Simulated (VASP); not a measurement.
All values below come from vdW-DF2, VASP's PBE PAW potentials (set 64) (plane waves; VASP 6.6.1).

Input for VASP

File POSCAR:
```
WSi2
1
   -1.6313425405     1.6313425405     3.9570110199
    1.6313425405    -1.6313425405     3.9570110199
    1.6313425405     1.6313425405    -3.9570110199
Si W
2 1
Direct
  0.6644653558   0.6644653558   0.0000000000
  0.3355346442   0.3355346442   0.0000000000
  0.0000000000   0.0000000000   0.0000000000
```

File KPOINTS:
```
kpoints
0
Gamma
13 13 13
0 0 0
```

INCAR:
```
AGGAC = 0.0
ALGO = Normal
EDIFF = 1E-7
EDIFFG = -0.01
ENCUT = 520
GGA = ML
IBRION = 2
ISIF = 4
ISMEAR = 1
LASPH = .TRUE.
LCHARG = .FALSE.
LMAXMIX = 6
LREAL = .FALSE.
LUSE_VDW = .TRUE.
LWAVE = .FALSE.
NELM = 100
NSW = 30
PREC = Accurate
SIGMA = 0.1
SYSTEM = WSi2
ZAB_VDW = -1.8867
```

POTCAR, in this order: Si W_sv (PBE.64 set). Program: vasp_std.

The run wrote:

File OUTCAR:
```
 ion  position               nearest neighbor table
   1  0.664  0.664  0.000-   2 2.60   3 2.65   3 2.65   3 2.65   3 2.65   3 2.66   2 2.67   2 2.67
                             2 2.67   2 2.67
   2  0.336  0.336  0.000-   1 2.60   3 2.65   3 2.65   3 2.65   3 2.65   3 2.66   1 2.67   1 2.67
                             1 2.67   1 2.67
   3  0.000  0.000  0.000-   1 2.65   1 2.65   2 2.65   1 2.65   2 2.65   2 2.65   1 2.65   2 2.65
                             1 2.66   2 2.66
  LATTYP: Found a body centered tetragonal cell.
 ALAT       =     3.2626850810
 C/A-ratio  =     2.4256162772
 Subroutine PRICEL returns:
 Original cell was already a primitive cell.
 Subroutine GETGRP returns: Found 16 space group operations
The static configuration has the point symmetry D_4h.
The dynamic configuration has the point symmetry D_4h.
 Subroutine INISYM returns: Found 16 space group operations
 Subroutine IBZKPT returns following result:
 Found    196 irreducible k-points:

 Following reciprocal coordinates:
            Coordinates               Weight
  0.000000  0.000000  0.000000      1.000000
  0.076923  0.000000 -0.000000      8.000000
  0.153846  0.000000 -0.000000      8.000000
  0.230769  0.000000 -0.000000      8.000000
  0.307692  0.000000 -0.000000      8.000000
  0.384615  0.000000 -0.000000      8.000000
  0.461538  0.000000 -0.000000      8.000000
  0.076923  0.076923 -0.000000      8.000000
  0.153846  0.076923  0.000000     16.000000
  0.230769  0.076923  0.000000     16.000000
  0.307692  0.076923 -0.000000     16.000000
  0.384615  0.076923 -0.000000     16.000000
  0.461538  0.076923 -0.000000     16.000000
 -0.461538  0.076923  0.000000     16.000000
 -0.384615  0.076923  0.000000     16.000000
 -0.307692  0.076923 -0.000000     16.000000
 -0.230769  0.076923  0.000000     16.000000
 -0.153846  0.076923 -0.000000     16.000000
 -0.076923  0.076923  0.000000      4.000000
  0.153846  0.153846 -0.000000      8.000000
  0.230769  0.153846 -0.000000     16.000000
  0.307692  0.153846 -0.000000     16.000000
  0.384615  0.153846 -0.000000     16.000000
  0.461538  0.153846  0.000000     16.000000
 -0.461538  0.153846  0.000000     16.000000
 -0.384615  0.153846  0.000000     16.000000
 -0.307692  0.153846  0.000000     16.000000
 -0.230769  0.153846  0.000000     16.000000
 -0.153846  0.153846  0.000000      4.000000
  0.230769  0.230769 -0.000000      8.000000
  0.307692  0.230769 -0.000000     16.000000
  0.384615  0.230769 -0.000000     16.000000
  0.461538  0.230769 -0.000000     16.000000
 -0.461538  0.230769  0.000000     16.000000
 -0.384615  0.230769  0.000000     16.000000
 -0.307692  0.230769 -0.000000     16.000000
 -0.230769  0.230769  0.000000      4.000000
  0.307692  0.307692 -0.000000      8.000000
  0.384615  0.307692  0.000000     16.000000
  0.461538  0.307692 -0.000000     16.000000
   k-points           NKPTS =    196   k-points in BZ     NKDIM =    196   number of bands    NBANDS=     15
   number of dos      NEDOS =    301   number of ions     NIONS =      3
   total plane-waves  NPLWV =  46656
   dimension x,y,z NGX =    36 NGY =   36 NGZ =   36
   dimension x,y,z NGXF=    72 NGYF=   72 NGZF=   72
   ions per type =               2   1
   PREC   = accura    normal or accurate (medium, high low for compatibility)
   ISTART =      0    job   : 0-new  1-cont  2-samecut
   ICHARG =      2    charge: 1-file 2-atom 10-const
   ISPIN  =      1    spin polarized calculation?
   LNONCOLLINEAR =      F non collinear calculations
   LSORBIT =      F    spin-orbit coupling
   INIWAV =      1    electr: 0-lowe 1-rand  2-diag
   ENCUT  =  520.0 eV  38.22 Ry    6.18 a.u.   8.52  8.52  8.52*2*pi/ulx,y,z
...
```

File OSZICAR:
```
       N       E                     dE             d eps       ncg     rms          rms(c)
DAV:   1     0.136894684128E+03    0.13689E+03   -0.11230E+04  5880   0.147E+03
DAV:   2    -0.119749803350E+02   -0.14887E+03   -0.14711E+03  6748   0.358E+02
DAV:   3    -0.164160115100E+02   -0.44410E+01   -0.43370E+01  7981   0.529E+01
DAV:   4    -0.164491459763E+02   -0.33134E-01   -0.33126E-01  6713   0.549E+00
DAV:   5    -0.164495968664E+02   -0.45089E-03   -0.45087E-03  7994   0.638E-01    0.223E+01
DAV:   6    -0.156489007385E+02    0.80070E+00   -0.66796E+00  7077   0.178E+01    0.654E+00
DAV:   7    -0.156098919012E+02    0.39009E-01   -0.54473E-01  6671   0.452E+00    0.446E+00
DAV:   8    -0.156098257561E+02    0.66145E-04   -0.64557E-02  7133   0.246E+00    0.290E-01
DAV:   9    -0.156119235527E+02   -0.20978E-02   -0.41089E-03  7352   0.521E-01    0.206E-01
DAV:  10    -0.156127761720E+02   -0.85262E-03   -0.19055E-03  6874   0.346E-01    0.279E-02
DAV:  11    -0.156128184364E+02   -0.42264E-04   -0.12396E-04  7189   0.955E-02    0.114E-02
DAV:  12    -0.156128281647E+02   -0.97283E-05   -0.20196E-05  7035   0.333E-02    0.478E-03
DAV:  13    -0.156128305589E+02   -0.23943E-05   -0.86428E-06  6664   0.225E-02    0.347E-03
DAV:  14    -0.156128306142E+02   -0.55293E-07   -0.15400E-07  7242   0.312E-03
   1 F= -.15612831E+02 E0= -.15612858E+02  d E =-.156128E+02
       N       E                     dE             d eps       ncg     rms          rms(c)
DAV:   1    -0.156138068324E+02   -0.97627E-03   -0.27287E-02  6384   0.162E+00    0.138E-01
DAV:   2    -0.156134003490E+02    0.40648E-03   -0.10994E-03  7714   0.275E-01    0.744E-02
DAV:   3    -0.156132607421E+02    0.13961E-03   -0.32764E-04  7616   0.139E-01    0.233E-02
DAV:   4    -0.156132584093E+02    0.23329E-05   -0.19929E-05  6475   0.365E-02    0.791E-03
DAV:   5    -0.156132581036E+02    0.30566E-06   -0.11894E-06  7420   0.783E-03    0.363E-03
DAV:   6    -0.156132581103E+02   -0.66671E-08   -0.31778E-07  6601   0.434E-03
   2 F= -.15613258E+02 E0= -.15613290E+02  d E =-.427496E-03
       N       E                     dE             d eps       ncg     rms          rms(c)
DAV:   1    -0.156132623605E+02   -0.42569E-05   -0.11255E-04  6356   0.104E-01    0.893E-03
DAV:   2    -0.156132606303E+02    0.17303E-05   -0.45325E-06  7749   0.178E-02    0.481E-03
DAV:   3    -0.156132601245E+02    0.50579E-06   -0.14083E-06  7574   0.915E-03    0.143E-03
DAV:   4    -0.156132601173E+02    0.72182E-08   -0.74845E-08  3402   0.233E-03
   3 F= -.15613260E+02 E0= -.15613291E+02  d E =-.429503E-03
       N       E                     dE             d eps       ncg     rms          rms(c)
DAV:   1    -0.156133905444E+02   -0.13042E-03   -0.49227E-03  6909   0.645E-01    0.525E-02
DAV:   2    -0.156133103347E+02    0.80210E-04   -0.21089E-04  7098   0.117E-01    0.277E-02
DAV:   3    -0.156132873604E+02    0.22974E-04   -0.58928E-05  7609   0.571E-02    0.823E-03
DAV:   4    -0.156132868313E+02    0.52919E-06   -0.43138E-06  6734   0.165E-02    0.368E-03
DAV:   5    -0.156132867634E+02    0.67867E-07   -0.30306E-07  6825   0.363E-03
   4 F= -.15613287E+02 E0= -.15613317E+02  d E =-.266461E-04
```

OUTCAR:
```
------------------------ aborting loop because EDIFF is reached ----------------------------------------
  FORCE on cell =-STRESS in cart. coord.  units (eV):
  Direction    XX          YY          ZZ          XY          YZ          ZX
  --------------------------------------------------------------------------------------
  Total        1.5167580      1.5167580      1.5375389      0.0000000     -0.0000000     -0.0000000
  in kB       57.6911650     57.6911650     58.4815846      0.0000000     -0.0000000     -0.0000000
  external PRESSURE =      57.9546382 kB  Pullay stress =       0.0000000 kB
  volume of cell :       42.12
      direct lattice vectors                 reciprocal lattice vectors
    -1.630594064  1.630594064  3.960644554     0.000000000  0.306636711  0.126242078
     1.630594064 -1.630594064  3.960644554     0.306636711  0.000000000  0.126242078
     1.630594064  1.630594064 -3.960644554     0.306636711  0.306636711  0.000000000
 POSITION                                       TOTAL-FORCE (eV/Angst)
 -----------------------------------------------------------------------------------
      0.00000      0.00000      5.26821        -0.000000     -0.000000     -0.004280
      1.63059      1.63059     -1.30757         0.000000      0.000000      0.004280
      0.00000      0.00000      7.92129         0.000000      0.000000     -0.000000
 -----------------------------------------------------------------------------------
    total drift:                                0.000000     -0.000000      0.000000
  FREE ENERGIE OF THE ION-ELECTRON SYSTEM (eV)
  ---------------------------------------------------
  free  energy   TOTEN  =       -15.6132867634 eV

  energy  without entropy=      -15.6133774971  energy(sigma->0) =      -15.61331701

 reached required accuracy - stopping structural energy minimisation
```
(Selected blocks of OUTCAR.)

CONTCAR:
```
WSi2
   1.00000000000000
    -1.6305940639284231    1.6305940639284231    3.9606445542728128
     1.6305940639284231   -1.6305940639284231    3.9606445542728128
     1.6305940639284231    1.6305940639284231   -3.9606445542728128
  Si              W
     2     1
Direct
     0.6650698623031917    0.6650698623031917    0.0000000000000000
     0.3349301376968084    0.3349301376968084    1.0000000000000000
     1.0000000000000000    1.0000000000000000    0.0000000000000000
```

File OUTCAR:
```
 val. band max:       11.4394633568   @ k =  -0.3846  -0.4615   0.3846

 cond. band min:      11.5312277362   @ k =  -0.3077  -0.3846   0.3077


 Fermi energy:        11.4998856339

 k-point     1 :       0.0000    0.0000    0.0000
  band No.  band energies     occupation
      1     -62.4313      2.00000
      2     -26.6905      2.00000
      3     -26.6905      2.00000
      4     -26.6878      2.00000
      5      -2.2057      2.00000
      6       4.9751      2.00000
      7       7.6523      2.00000
      8       8.4502      2.00000
      9       8.7254      2.00000
     10       8.7254      2.00000
     11      12.0340     -0.00000
     12      13.8697      0.00000
     13      14.3887      0.00000
     14      14.3887      0.00000
     15      15.0259      0.00000

 k-point     2 :       0.0769    0.0000   -0.0000
  band No.  band energies     occupation
      1     -62.4310      2.00000
      2     -26.7010      2.00000
      3     -26.6896      2.00000
      4     -26.6870      2.00000
      5      -2.0976      2.00000
      6       4.9667      2.00000
      7       7.3772      2.00000
      8       8.4437      2.00000
      9       8.7997      2.00000
     10       8.8591      2.00000
     11      11.6133     -0.06808
     12      13.5802      0.00000
     13      13.9886      0.00000
     14      14.8707      0.00000
     15      15.2850      0.00000

 k-point     3 :       0.1538    0.0000   -0.0000
  band No.  band energies     occupation
      1     -62.4301      2.00000
      2     -26.7299      2.00000
      3     -26.6869      2.00000
      4     -26.6849      2.00000
      5      -1.7774      2.00000
      6       4.9004      2.00000
      7       6.8455      2.00000
      8       8.3368      2.00000
      9       9.0113      2.00000
     10       9.0685      2.00000
     11      10.8712      2.00000
     12      12.9405     -0.00000
     13      13.5199      0.00000
     14      15.5950      0.00000
     15      15.8088      0.00000
...
```

Unless said otherwise, spin-orbit coupling is left out, though it shifts the bands of the heavy elements here.

The compound is WSi2 in the MoSi2 type structure. This cell is one point of a volume scan, at 0.97 of the reference volume. Symmetry was kept, so distortions that lower it aren't found.
